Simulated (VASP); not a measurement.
# BiTe: relaxation of cell and atoms with PBE

Crystal: BiTe.

```xyz
2
Lattice="0.0000 3.2350 3.2350 3.2350 0.0000 3.2350 3.2350 3.2350 0.0000" Properties=species:S:1:pos:R:3 pbc="T T T"
Bi    0.0000    0.0000    0.0000
Te    3.2350    3.2350    3.2350
```

```json
{
 "Program": "VASP 6.6.1",
 "Task": "relaxation of cell and atoms",
 "Functional": "PBE",
 "Potentials or basis": "VASP PAW PBE potentials, release 64 (Bi_d, Te)",
 "Cutoff": "600 eV",
 "k mesh": "7 × 7 × 7",
 "Occupations": "fermi-dirac, width 0.05 eV",
 "Spin": "no spin polarisation",
 "Target pressure": "30 GPa",
 "Further INCAR settings": "ALGO = Normal; EDIFF = 1e-06; IBRION = 2; EDIFFG = -0.01; NSW = 60; ISIF = 3"
}
```

* Relaxed volume: 25.16 Å³/atom
* Relaxed cell: a = 4.144 Å, b = 4.144 Å, c = 4.144 Å, α = 60.00°, β = 60.00°, γ = 60.00°
* Space group after relaxing (to 0.05 Å): Fm-3m (No. 225)
* Energy change on relaxing (the enthalpy is what falls): +647.8 meV/atom
* Ionic steps: 16
* Pressure after relaxing: 29.9 GPa
* Band gap on the k mesh: none (metal or under the smearing width)

Step by step:
```csv
step,energy change (eV),largest force (eV/Å),pressure (GPa),volume (Å³)
1,0.0000,0.0000,0.89,67.71
2,29.3994,0.0000,548.30,23.55
3,0.7063,0.0000,19.20,54.21
4,0.9444,0.0000,23.64,52.42
5,1.3207,0.0000,30.40,50.18
6,1.2617,0.0000,29.34,50.50
7,1.2637,0.0000,29.37,50.49
8,1.2698,0.0000,29.45,50.45
9,1.2699,0.0000,29.48,50.45
10,1.2701,0.0000,29.48,50.45
11,1.2705,0.0000,29.48,50.45
12,1.2713,0.0000,29.51,50.44
13,1.2729,0.0000,29.53,50.44
14,1.2761,0.0000,29.58,50.42
15,1.2826,0.0000,29.67,50.38
16,1.2955,0.0000,29.94,50.31
```

Final structure:
```xyz
2
Lattice="0.0000 2.9301 2.9301 2.9301 0.0000 2.9301 2.9301 2.9301 0.0000" Properties=species:S:1:pos:R:3 pbc="T T T"
Bi    0.0000    0.0000    0.0000
Te    2.9301    2.9301    2.9301
```

Levels at points of the mesh, in eV from the Fermi level:
```csv
k point,band 7,band 8,band 9,band 10,band 11,band 12,band 13,band 14
"(0.00, 0.00, 0.00)",-6.82,-3.55,-3.55,-3.55,2.64,2.64,2.64,4.03
```

Run time: 3.9 min on 1 thread of AMD EPYC 7R43 64-Core Processor (Zen 3) (shared host), peak memory 0.23 GiB.

Caveat: the cell is relaxed towards a set pressure, so the enthalpy falls and the energy may rise; the volume moved by over 15 % at a fixed basis, so the end points are rough; spin-orbit coupling is left out, which moves the levels of the heavy elements.
